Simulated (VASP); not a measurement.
OSZICAR of a VASP run on AlN (relaxed from the zinc blende structure, space group F-43m):

File OSZICAR:
```
       N       E                     dE             d eps       ncg     rms          rms(c)
DAV:   1     0.756458563156E+01    0.75646E+01   -0.43452E+03   576   0.876E+02
DAV:   2    -0.229665136597E+02   -0.30531E+02   -0.30019E+02   808   0.155E+02
DAV:   3    -0.235135857195E+02   -0.54707E+00   -0.54707E+00   600   0.270E+01
DAV:   4    -0.235155818780E+02   -0.19962E-02   -0.19962E-02   856   0.158E+00
DAV:   5    -0.235155877581E+02   -0.58801E-05   -0.58801E-05   616   0.645E-02    0.888E+00
DAV:   6    -0.188432421880E+02    0.46723E+01   -0.89315E+00   584   0.206E+01    0.398E+00
DAV:   7    -0.193090260079E+02   -0.46578E+00   -0.11707E+00   728   0.808E+00    0.222E+00
DAV:   8    -0.187488494537E+02    0.56018E+00   -0.86100E-01   560   0.698E+00    0.161E+00
DAV:   9    -0.191617224776E+02   -0.41287E+00   -0.22294E-01   560   0.481E+00    0.668E-01
DAV:  10    -0.191663466428E+02   -0.46242E-02   -0.35979E-02   576   0.147E+00    0.365E-01
DAV:  11    -0.191638612686E+02    0.24854E-02   -0.66381E-04   608   0.339E-01    0.323E-01
DAV:  12    -0.191729808197E+02   -0.91196E-02   -0.29391E-03   584   0.413E-01    0.130E-01
DAV:  13    -0.191798110995E+02   -0.68303E-02   -0.36650E-03   560   0.574E-01    0.455E-02
DAV:  14    -0.191798882534E+02   -0.77154E-04   -0.10305E-04   712   0.983E-02    0.608E-02
DAV:  15    -0.191797943519E+02    0.93902E-04   -0.44850E-04   632   0.139E-01    0.210E-02
DAV:  16    -0.191797126825E+02    0.81669E-04   -0.44720E-05   560   0.737E-02    0.497E-03
DAV:  17    -0.191797181885E+02   -0.55060E-05   -0.26562E-06   656   0.159E-02    0.620E-03
DAV:  18    -0.191797219153E+02   -0.37267E-05   -0.13232E-06   560   0.115E-02    0.503E-03
DAV:  19    -0.191797232174E+02   -0.13021E-05   -0.51705E-06   576   0.182E-02    0.173E-03
DAV:  20    -0.191797205135E+02    0.27039E-05   -0.26258E-07   288   0.602E-03    0.120E-03
DAV:  21    -0.191797216659E+02   -0.11524E-05   -0.17574E-08   280   0.181E-03    0.550E-04
DAV:  22    -0.191797213363E+02    0.32954E-06   -0.55213E-09   280   0.919E-04
   1 F= -.19179721E+02 E0= -.19179721E+02  d E =-.191797E+02
```

### Question
Which electronic solver shows in the log?

### Answer
It is blocked Davidson (ALGO = Normal, or the opening steps of other solvers). The INCAR had ALGO = Normal.

### Question
Can the final energy be trusted as converged?

### Answer
The run converged. It stopped with EDIFF = 1E-6, NELM = 100, NSW = 60 and EDIFFG = -0.01 after 1 ionic step (r2SCAN meta-GGA, plane waves, VASP's PBE PAW potentials (set 64)).

The structure was generated: AlN was put into the zinc blende type (F-43m), which need not be its known phase. It was relaxed first. The start is the result of an earlier pass.
